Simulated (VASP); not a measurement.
# MoOs in VASP: reference runs

How does MoOs come out in PBE? The cell is run as given.

Program: VASP 6.6.1. These are calculated values, not measurements. Logs are shortened: lines on timing, memory, paths and dates and some standing lists are left out, and cuts for length are marked.

### 1 The structure

The cell holds a sheet with vacuum, 2 atoms: a = 3.442 Å, b = 3.442 Å, c = 23.800 Å, α = 90.00°, β = 90.00°, γ = 90.00°.

The cell was built by a generator and needn't be a form met in nature.

### 2 Single point, PBE

INCAR

```
SYSTEM = MoOs
  PREC = Accurate
  ENCUT = 520
  EDIFF = 1E-7
  ISMEAR = -1
  SIGMA = 0.05
  LREAL = .False.
  LASPH = .True.
  NELM = 100
  ALGO = Normal
  ISIF = 2
  LWAVE = .False.
  LCHARG = .False.
  LDIPOL = .True.
  IDIPOL = 3
  DIPOL = 0.5 0.5 0.294
  GGA = PE
  NBANDS = 18
```

KPOINTS

```
Automatic mesh
0
Gamma
  8 8 1
  0 0 0
```

POSCAR

```
MoOs
1.0
    3.4415200000      0.0000000000      0.0000000000
    0.0000000000      3.4415200000      0.0000000000
    0.0000000000      0.0000000000     23.8000000000
Mo Os
1 1
Direct
    0.5000000000      0.5000000000      0.2941200000
    0.0000000000      0.0000000000      0.2941200000
```

Potentials or basis: VASP PAW PBE potentials, release 64 (Mo_sv, Os).

Launch:

```console
$ cat potpaw_PBE.64/Mo_sv/POTCAR potpaw_PBE.64/Os/POTCAR > POTCAR
$ mpirun -np 1 vasp_std > vasp.out
```

OUTCAR:

```text
SYSTEM = MoOs
   PREC = Accurate
   ENCUT = 520
   EDIFF = 1E-7
   ISMEAR = -1
   LREAL = .False.
   LASPH = .True.
   NELM = 100
   ISIF = 2
   GGA = PE

 ion  position               nearest neighbor table
   1  0.500  0.500  0.294-   2 2.43   2 2.43   2 2.43   2 2.43
   2  0.000  0.000  0.294-   1 2.43   1 2.43   1 2.43   1 2.43

  LATTYP: Found a simple tetragonal cell.
 ALAT       =     3.4415200000
 C/A-ratio  =     6.9155489435

  Lattice vectors:

 A1 = (   3.4415200000,   0.0000000000,   0.0000000000)
 A2 = (   0.0000000000,   3.4415200000,   0.0000000000)
 A3 = (   0.0000000000,   0.0000000000,  23.8000000000)

Analysis of symmetry for initial positions (statically):
=====================================================================
 Subroutine PRICEL returns:
 Original cell was already a primitive cell.

 Routine SETGRP: Setting up the symmetry group for a
 simple tetragonal supercell.

 Subroutine GETGRP returns: Found 16 space group operations
 (whereof  8 operations were pure point group operations)
 out of a pool of 16 trial point group operations.

The static configuration has the point symmetry C_4v.
 The point group associated with its full space group is D_4h.

Analysis of symmetry for dynamics (positions and initial velocities):
=====================================================================
 Subroutine PRICEL returns:
 Original cell was already a primitive cell.

 Routine SETGRP: Setting up the symmetry group for a
 simple tetragonal supercell.

 Subroutine GETGRP returns: Found 16 space group operations
 (whereof  8 operations were pure point group operations)
 out of a pool of 16 trial point group operations.

The dynamic configuration has the point symmetry C_4v.
 The point group associated with its full space group is D_4h.

 Subroutine INISYM returns: Found 16 space group operations
 (whereof  8 operations are pure point group operations),
 and found     1 'primitive' translations

----------------------------------------------------------------------------------------

                                     Primitive cell

  volume of cell :     281.8886

  direct lattice vectors                    reciprocal lattice vectors
     3.441520000  0.000000000  0.000000000     0.290569283  0.000000000  0.000000000
     0.000000000  3.441520000  0.000000000     0.000000000  0.290569283  0.000000000
     0.000000000  0.000000000 23.800000000     0.000000000  0.000000000  0.042016807

[... 71 lines left out ...]
   ENCUT  =  520.0 eV  38.22 Ry    6.18 a.u.   6.40  6.40 44.25*2*pi/ulx,y,z
   NELM   =    100;   NELMIN=  2; NELMDL= -5     # of ELM steps
   EDIFF  = 0.1E-06   stopping-criterion for ELM
   LREAL  =      F    real-space projection
[... 7 lines left out ...]
   TEBEG  =    0.0;   TEEND  =   0.0 temperature during run
   PSTRESS=    0.0 pullay stress
   NELECT =      22.0000    total number of electrons
   NUPDOWN=      -1.0000    fix difference up-down
   EMIN   =  10.00;   EMAX   =-10.00  energy-range for DOS
   EFERMI =   0.00;   METHOD = LEGACY
   ISMEAR =    -1;   SIGMA  =   0.05  broadening in eV -4-tet -1-fermi 0-gaus
   EFERMI_NEDOS =   21; number of points for ismear=-14 and -15
   IALGO  =     38    algorithm
   IMIX   =      4    mixing-type and parameters
     AMIX     =   0.40;   BMIX     =  1.00
     AMIX_MAG =   1.60;   BMIX_MAG =  1.00
  volume/ion in A,a.u.               =     140.94       951.14
  Fermi-wavevector in a.u.,A,eV,Ry     =   0.699611  1.322073  6.659444  0.489455
  Thomas-Fermi vector in A             =   1.783537
   LORBIT       =      0    0 simple, 1 ext, 2 COOP (PROOUT), +10 PAW based schemes
   GGA     = PE    functional components
   LHFCALC =     F    Hartree Fock is set to
   AEXX    =    0.0000 exact exchange contribution
   IVDW    =     0    specifies the selected vdW correction
   LEPSILON=     F    determine dielectric tensor
   LRPA    =     F    only Hartree local field effects (RPA)
 non-spin polarized calculation
  energy-cutoff  :      520.00
  volume of cell :      281.89
 maximum number of plane-waves:      7625
 NGX is ok and might be reduce to    28
   NGX = 13   NGY = 13   NGZ = 89

 dipolmoment           0.000000      0.000000     -0.000005 electrons x Angstroem

 number of electron      22.0000000 magnetization

 dipolmoment           0.000000      0.000000      0.000000 electrons x Angstroem

 Free energy of the ion-electron system (eV)
  ---------------------------------------------------
  ext. energy  EPLUGINS =         0.00000000
  ---------------------------------------------------
  free energy    TOTEN  =       -17.46948344 eV

  energy without entropy =      -17.45809545  energy(sigma->0) =      -17.46378945

 E-fermi :  -3.5569     XC(G=0):  -2.2356

 val. band max:       -3.6002302815   @ k =   0.5000   0.0000   0.0000
 cond. band min:      -3.3851160310   @ k =   0.5000   0.1250   0.0000
 fundamental gap:      0.2151142505
 Fermi energy:        -3.5569440785

 k-point     1 :       0.0000    0.0000    0.0000
  band No.  band energies     occupation
      1     -64.6015      2.00000
      2     -38.7233      2.00000
      3     -38.6708      2.00000
      4     -38.6708      2.00000
      5      -9.9145      2.00000
      6      -9.7231      2.00000
[... 292 lines left out ...]
      5      -7.9466      2.00000
      6      -7.5313      2.00000
[... 10 lines left out ...]
     17       3.1582      0.00000
     18       3.7610      0.00000

------------------------ aborting loop because EDIFF is reached ----------------------------------------

 vacuum level on the upper side and lower side of the slab       (xc-potential included)        -0.011        -0.011

  FORCE on cell =-STRESS in cart. coord.  units (eV):
  Direction    XX          YY          ZZ          XY          YZ          ZX
  --------------------------------------------------------------------------------------
  -------------------------------------------------------------------------------------
  Total        0.5476274      0.5476274     -0.0181815      0.0000000      0.0000000      0.0000000
  in kB        3.1125631      3.1125631     -0.1033384      0.0000000      0.0000000      0.0000000
  external PRESSURE =       2.0405959 kB  Pullay stress =       0.0000000 kB

 VOLUME and BASIS-vectors are now :
 -----------------------------------------------------------------------------
  energy-cutoff  :      520.00
  volume of cell :      281.89
      direct lattice vectors                 reciprocal lattice vectors
     3.441520000  0.000000000  0.000000000     0.290569283  0.000000000  0.000000000
     0.000000000  3.441520000  0.000000000     0.000000000  0.290569283  0.000000000
     0.000000000  0.000000000 23.800000000     0.000000000  0.000000000  0.042016807

 POSITION                                       TOTAL-FORCE (eV/Angst)
 -----------------------------------------------------------------------------------
      1.72076      1.72076      7.00006        -0.000000      0.000000      0.000000
      0.00000      0.00000      7.00006         0.000000     -0.000000     -0.000000
 -----------------------------------------------------------------------------------
    total drift:                                0.000000      0.000000     -0.000004

  FREE ENERGIE OF THE ION-ELECTRON SYSTEM (eV)
  ---------------------------------------------------
  free  energy   TOTEN  =       -17.4694834398 eV

  energy  without entropy=      -17.4580954549  energy(sigma->0) =      -17.46378945

 vacuum level on the upper side and lower side of the slab         1.727         1.727
```

Wall time 95 s (1 thread of Intel Xeon Platinum 8488C (Sapphire Rapids), shared host); peak memory 0.41 GiB.

What came out:

```yaml
Free_energy: -17.4695 eV
Band_gap_on_the_k_mesh: none (metal or under the smearing width)
```

The run has no spin-orbit coupling, so splittings on Os are missing.
